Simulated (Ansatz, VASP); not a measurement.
**MoRu7 (random alloy of the hcp Ru-Mo line, x = 0.125) in two plane-wave programs**

Aim: how closely do two programs agree when they are given the same cell, functional and k mesh? The structure shown is the start of the Ansatz relaxation below; VASP solves that cell, so the two are compared at the walk's first step.

Method: plane waves, with VASP 6.6.1 beside it; single point at PBE, in Ansatz 0.2.0.

## Step 1: Starting point

The cell holds 64 atoms: 56 Ru and 8 Mo. Cell: a = 10.898 Å, b = 10.897 Å, c = 8.640 Å, α = 90.0°, β = 90.0°, γ = 120.0°. It derives from Ru (hcp Ru-Mo), repeated 4×4×2. Hcp Ru-Mo: 64 atoms, 8 of 64 Ru sites given to Mo at random, cell and internal coordinates interpolated linearly between the end members (Vegard's rule); (so at first; earlier steps may have moved the atoms), displaced by a Gaussian of 0.02 A. Lattice constants are starting values near those of PBE.

## Step 2: Ansatz: relaxation, PBE

Ansatz runs on its default PAW (the set named soft_2) files.

The two programs are compared at the cell with which this relaxation starts, whose forces are those of its first step.

File input.yaml:

```yaml
crystal:
  lattice:
    - [10.8975, 0.0, 0.0]
    - [-5.44875, 9.43751, 0.0]
    - [0.0, 0.0, 8.64]
  atoms:
    - { symbol: Ru, position: [0.00233, 0.9987, 0.99878] }
    - { symbol: Ru, position: [0.08228, 0.1685, 0.24467] }
    - { symbol: Ru, position: [0.0024, 0.99839, 0.50074] }
    - { symbol: Mo, position: [0.08442, 0.16977, 0.74523] }
    - { symbol: Ru, position: [0.999, 0.24919, 0.00262] }
    - { symbol: Mo, position: [0.08113, 0.4163, 0.24797] }
    - { symbol: Ru, position: [0.0007, 0.25124, 0.49745] }
    - { symbol: Ru, position: [0.08639, 0.41858, 0.75116] }
    - { symbol: Ru, position: [0.00093, 0.49855, 0.99972] }
    - { symbol: Ru, position: [0.08133, 0.6661, 0.25123] }
    - { symbol: Ru, position: [0.99831, 0.49916, 0.49841] }
    - { symbol: Ru, position: [0.08107, 0.66524, 0.74997] }
    - { symbol: Mo, position: [0.9982, 0.7505, 0.00384] }
    - { symbol: Ru, position: [0.08449, 0.91626, 0.24795] }
    - { symbol: Ru, position: [0.00042, 0.75359, 0.50012] }
    - { symbol: Ru, position: [0.08237, 0.91707, 0.75486] }
    - { symbol: Ru, position: [0.25087, 0.00131, 0.00069] }
    - { symbol: Ru, position: [0.33148, 0.16425, 0.24919] }
    - { symbol: Ru, position: [0.25024, 0.00124, 0.50194] }
    - { symbol: Ru, position: [0.33534, 0.16727, 0.75205] }
    - { symbol: Ru, position: [0.24994, 0.25266, 0.00119] }
    - { symbol: Ru, position: [0.3333, 0.4177, 0.24983] }
    - { symbol: Mo, position: [0.25369, 0.25322, 0.50506] }
    - { symbol: Ru, position: [0.32924, 0.41361, 0.74883] }
    - { symbol: Mo, position: [0.25122, 0.50186, 0.00073] }
    - { symbol: Ru, position: [0.3293, 0.66602, 0.25192] }
    - { symbol: Ru, position: [0.25123, 0.50161, 0.49949] }
    - { symbol: Ru, position: [0.33316, 0.66706, 0.75095] }
    - { symbol: Ru, position: [0.25049, 0.75025, 0.99845] }
    - { symbol: Mo, position: [0.33416, 0.91692, 0.25261] }
    - { symbol: Mo, position: [0.2524, 0.75039, 0.49913] }
    - { symbol: Ru, position: [0.33261, 0.91756, 0.75018] }
    - { symbol: Ru, position: [0.49942, 9.0e-05, 0.99856] }
    - { symbol: Mo, position: [0.58414, 0.16572, 0.25283] }
    - { symbol: Ru, position: [0.50137, 0.00126, 0.49747] }
    - { symbol: Ru, position: [0.58443, 0.16824, 0.74779] }
    - { symbol: Ru, position: [0.49955, 0.25007, 0.99682] }
    - { symbol: Ru, position: [0.58481, 0.41846, 0.24801] }
    - { symbol: Ru, position: [0.49925, 0.24722, 0.49991] }
    - { symbol: Ru, position: [0.58156, 0.41904, 0.75095] }
    - { symbol: Ru, position: [0.49913, 0.49836, 0.00295] }
    - { symbol: Ru, position: [0.58497, 0.66273, 0.25286] }
    - { symbol: Ru, position: [0.50335, 0.50072, 0.49722] }
    - { symbol: Ru, position: [0.58473, 0.66628, 0.7486] }
    - { symbol: Ru, position: [0.49833, 0.75117, 0.00184] }
    - { symbol: Ru, position: [0.58274, 0.91777, 0.24735] }
    - { symbol: Ru, position: [0.50152, 0.7501, 0.49957] }
    - { symbol: Ru, position: [0.58407, 0.91851, 0.75174] }
    - { symbol: Ru, position: [0.75112, 0.00029, 0.00018] }
    - { symbol: Ru, position: [0.83471, 0.16716, 0.25158] }
    - { symbol: Ru, position: [0.74685, 0.99484, 0.5024] }
    - { symbol: Ru, position: [0.83781, 0.1676, 0.74977] }
    - { symbol: Ru, position: [0.74962, 0.24975, 4.0e-05] }
    - { symbol: Ru, position: [0.83073, 0.41557, 0.24769] }
    - { symbol: Ru, position: [0.75014, 0.24937, 0.50115] }
    - { symbol: Ru, position: [0.83406, 0.41876, 0.75049] }
    - { symbol: Ru, position: [0.75201, 0.49598, 0.9985] }
    - { symbol: Ru, position: [0.83767, 0.67202, 0.24942] }
    - { symbol: Ru, position: [0.74984, 0.49952, 0.50308] }
    - { symbol: Ru, position: [0.83353, 0.66811, 0.74926] }
    - { symbol: Ru, position: [0.748, 0.75066, 0.00116] }
    - { symbol: Ru, position: [0.83559, 0.91643, 0.24857] }
    - { symbol: Ru, position: [0.75129, 0.75051, 0.50065] }
    - { symbol: Ru, position: [0.83443, 0.91913, 0.75086] }
kpoints:
  mp_grid: { grid: [2, 2, 2] }
hamiltonian:
  xc: pbe
scf:
  occupations: { method: fermi_dirac, width: 0.1 }
output:
  forces: true
relax:
  f_tol: 0.04
  max_steps: 150
  cell: {}
```

The run is started by

```sh
$ ansatz run input.yaml --threads 5 --pin off --max-ram 76800MiB --backend cuda --events-out ev --progress --plain --runs-dir out
```

Numbers of over 12 decimals in the logs are rounded to 6 here.

Output:

```text
Engine: ansatz 0.2.0, x86_64-unknown-linux-gnu
Pseudopotentials: kind: paw
Pseudopotential: Ru, paw, valence charge 16, recommended cutoff 420 eV (normal), Ru.paw.azcp
Pseudopotential: Mo, paw, valence charge 14, recommended cutoff 420 eV (normal), Mo.paw.azcp
Functional definition: PBE
  parameter kappa = 0.804
  parameter beta = 0.066725
  exchange = pbe_x(kappa = kappa, mu = beta*pi^2/3)
  correlation = pbe_c(beta = beta)
concurrent solve slots: 4 of 5 are kept, ahead of what memory takes: no pass of the eigensolver takes more rounds on 4
device memory: the entry about to start is reckoned to put 14.8 GiB on a device that reports 58.4 GiB free
GPU FFT provider: cuFFT
GPU libraries: cuBLAS 13.8.2, cuFFT 12.4.0, cuSOLVER 12.3.4
Crystal: 64 atoms, lattice volume = 888.583 Å³
Basis set: ecut = 420 eV, 17453 PW (Γ), exchange–correlation on 150×150×120 points (8 copies of the dense FFT grid, shifted against one another)
Bands: 605, of which v1, the nominal top of the filled ones, is band 504 counted from 1 (503 counted from 0)
Symmetry: 1 space group operations
Space group: P1 (ITA 1), of the structure as read, at distance tolerance 9.6e-5 Å
k-points: 8
Non-local potential: Ru, projectors of the file, l = 0: 3, l = 1: 2, l = 2: 2, l = 3: 1
Non-local potential: Mo, projectors of the file, l = 0: 3, l = 1: 2, l = 2: 2, l = 3: 1
PAW form: soft (Blöchl's): semilocal exchange-correlation on the pseudo side does not see the compensation charge
PAW one-centre angular grid: Ru, 590 points (default); XC on 64 Gauss nodes
PAW one-centre angular grid: Mo, 590 points (default); XC on 64 Gauss nodes
Initial density: superposition of atomic densities (neutral atoms: chi_scale 0, normalization atom), corrected by the library's trained network
Initial wavefunctions: pseudopotential atomic-orbital guess
GPU buffer pool allocated for 337500 grid points (all kernels)
GPU transforms: local potential and band sums: pruned to the plane-wave sphere, on 75×75×60
Functional: x = pbe(κ = 0.804, μ = 0.219515), c = pbe(β = 0.066725)
SCF iter   1: F=—  HF=-368855.693845 eV  |F-HF|=—  |Δ(HF+E_count)|=         —  Δρ=9.22e-3  dr2=1.02e0  ethr=1.77e-3  ⟨swp⟩=5.0  Hψ=14960  notcnv=0  defer=1
preconditioner: auto → Kerker (q_TF=auto, 2.786 Å⁻¹)  [metal: Δε(μ)=0.001 eV  Ē_g=4.655 eV  σ=0.100 eV  W_gap=0.00  n_scr=306 (ndim 8)  ℏωp=27.7 eV  f_vac=0.000  D(μ)=64.92/eV (n_scr^D=728)]
SCF iter   2: F=—  HF=-368855.717491 eV  |F-HF|=—  |Δ(HF+E_count)|=   2.36e-2  Δρ=5.03e-3  dr2=3.21e-1  ethr=1.01e-4  ⟨swp⟩=1.0  Hψ=5568  notcnv=0  defer=3
SCF iter   3: F=—  HF=-368855.728361 eV  |F-HF|=—  |Δ(HF+E_count)|=   1.09e-2  Δρ=5.59e-4  dr2=5.43e-3  ethr=3.18e-5  ⟨swp⟩=1.0  Hψ=4812  notcnv=0  defer=3
SCF iter   4: F=—  HF=-368855.730206 eV  |F-HF|=—  |Δ(HF+E_count)|=   1.84e-3  Δρ=1.27e-4  dr2=4.70e-4  ethr=5.39e-7  ⟨swp⟩=2.9  Hψ=8862  notcnv=0  defer=3
SCF iter   5: F=—  HF=-368855.725895 eV  |F-HF|=—  |Δ(HF+E_count)|=   4.31e-3  Δρ=4.72e-5  dr2=5.42e-5  ethr=4.66e-8  ⟨swp⟩=2.5  Hψ=6816  notcnv=0  defer=3
SCF iter   6: F=—  HF=-368855.728169 eV  |F-HF|=—  |Δ(HF+E_count)|=   2.27e-3  Δρ=1.14e-5  dr2=4.53e-6  ethr=5.37e-9  ⟨swp⟩=2.2  Hψ=8358  notcnv=0  defer=3
SCF iter   7: F=—  HF=-368855.728169 eV  |F-HF|=—  |Δ(HF+E_count)|=   2.70e-8  Δρ=4.51e-6  dr2=2.85e-7  ethr=4.49e-10  ⟨swp⟩=1.0  Hψ=4812  notcnv=0  defer=3
SCF iter   8: F=-368855.728169 eV  HF=-368855.728169 eV  |F-HF|=4.31e-9  |Δ(HF+E_count)|=   1.47e-8  Δρ=7.24e-7  dr2=7.05e-9  ethr=9.92e-12  ⟨swp⟩=3.0  Hψ=13012  notcnv=0
SCF 1 converged in 8 iterations: F = -368855.728169 eV  dr2 = 7.05e-9
  greatest PAW one-centre occupation: 0.998 electrons in one spin orbital (limit 2), on the Mo atom at site 29 (counted from 0), in its partial waves of l = 0
relax step   1: F+E_penalty+E_count = -368855.72816926 eV  Δ(F+E_penalty+E_count) = +0.000e0 eV  max|allowed force component| = 1.128e0 eV/Å  Δτ_max = 0.0000 Å  P = +3.340 GPa  Ω = 888.583 Å³  (8 SCF iters, dr2 threshold 1.00e-7 eV, accepted)
concurrent solve slots: 4 of 5 are kept, ahead of what memory takes: no pass of the eigensolver takes more rounds on 4
device memory: the entry about to start is reckoned to put 13.5 GiB (of the 14.8 GiB reckoned in all, the device holds 1.3 GiB already) on a device that reports 57.1 GiB free
GPU FFT provider: cuFFT
GPU libraries: cuBLAS 13.8.2, cuFFT 12.4.0, cuSOLVER 12.3.4
Crystal: 64 atoms, lattice volume = 909.394 Å³
Basis set: ecut = 420 eV, 17761 PW (Γ), exchange–correlation on 150×150×120 points (8 copies of the dense FFT grid, shifted against one another)
Initial density: handed on by an earlier stage of this run
Initial wavefunctions: those handed on with the density
GPU buffer pool allocated for 337500 grid points (all kernels)
GPU transforms: local potential and band sums: pruned to the plane-wave sphere, on 75×75×60
[...]
--- Relaxed structure (5 steps of the walk, 5 accepted, 1 SCFs on fresh bases) ---
  F+E_penalty+E_count = -368856.57573102 eV   max|allowed force component| = 7.557e-3 eV/Å   (the final SCF, on the basis selected at the relaxed cell)
  cell:  # Å, volume = 897.5500 Å³
    - [10.962167, -0.00015184, -0.000521496]
    - [-5.481215, 9.491510, 0.000107498]
    - [-0.000413464, -0.0001403, 8.626416]
  atoms:
    - { symbol: Ru, position: [-0.000864289, 0.999783, 1.001087] }
    - { symbol: Ru, position: [0.083226, 0.166278, 0.249721] }
    - { symbol: Ru, position: [-0.000856998, 0.998662, 0.500152] }
    - { symbol: Mo, position: [0.082317, 0.165876, 0.754995] }
    - { symbol: Ru, position: [0.999208, 0.250118, -3.3140071576085145e-5] }
    - { symbol: Mo, position: [0.081457, 0.417218, 0.255783] }
    - { symbol: Ru, position: [-0.0010057, 0.249293, 0.500233] }
    - { symbol: Ru, position: [0.082815, 0.417766, 0.749549] }
    - { symbol: Ru, position: [-0.0017478, 0.498653, 0.999534] }
    - { symbol: Ru, position: [0.084439, 0.669197, 0.250718] }
    - { symbol: Ru, position: [0.997432, 0.499386, 0.500138] }
    - { symbol: Ru, position: [0.083114, 0.667167, 0.750393] }
    - { symbol: Mo, position: [1.000566, 0.751009, 0.000977611] }
    - { symbol: Ru, position: [0.083545, 0.917805, 0.250589] }
    - { symbol: Ru, position: [-3.868433918522462e-5, 0.751436, 0.500258] }
    - { symbol: Ru, position: [0.084313, 0.916411, 0.748853] }
    - { symbol: Ru, position: [0.249933, 0.00127014, -0.000459091] }
    - { symbol: Ru, position: [0.333128, 0.166846, 0.248294] }
    - { symbol: Ru, position: [0.248925, -0.000676986, 0.500812] }
    - { symbol: Ru, position: [0.334110, 0.165736, 0.750230] }
    - { symbol: Ru, position: [0.251009, 0.249661, 0.00039018] }
    - { symbol: Ru, position: [0.334724, 0.417675, 0.250361] }
    - { symbol: Mo, position: [0.252419, 0.250166, 0.494807] }
    - { symbol: Ru, position: [0.335460, 0.417429, 0.750532] }
    - { symbol: Mo, position: [0.251945, 0.500510, -0.00548932] }
    - { symbol: Ru, position: [0.335910, 0.667404, 0.249911] }
    - { symbol: Ru, position: [0.250424, 0.499711, 0.500761] }
    - { symbol: Ru, position: [0.335189, 0.667606, 0.749963] }
    - { symbol: Ru, position: [0.250700, 0.750415, 0.997942] }
    - { symbol: Mo, position: [0.330169, 0.915927, 0.244938] }
    - { symbol: Mo, position: [0.250115, 0.748771, 0.503906] }
[...]
- { symbol: Mo, position: [0.587163, 0.171226, 0.250137] }
[...]
- { symbol: Ru, position: [0.749045, 0.497911, 0.999813] }
    - { symbol: Ru, position: [0.833015, 0.665752, 0.251220] }
    - { symbol: Ru, position: [0.749358, 0.498524, 0.500565] }
    - { symbol: Ru, position: [0.833115, 0.666425, 0.749774] }
    - { symbol: Ru, position: [0.749111, 0.750790, 0.000597] }
    - { symbol: Ru, position: [0.832745, 0.917506, 0.250237] }
    - { symbol: Ru, position: [0.750209, 0.750765, 0.499753] }
    - { symbol: Ru, position: [0.832107, 0.915657, 0.750048] }
```

The column dr2 measures how far the density is from self-consistency, as an energy; F and HF (Harris–Foulkes) agree once it is small.

(Continued in part 2 of 2.)

[Lines on the potential files, build, host, timing and source positions are cut from VASP's logs without a mark.]

[Logs are printed without paths, hosts, clocks, repeated set-up lines and the standing remarks that a program may print on its own settings, such as how far it seeks lower states.]

[Hosts, paths, dates, database ids (printed as entryN), source tags and the programs' standing remarks are cut or masked in the printed files.]
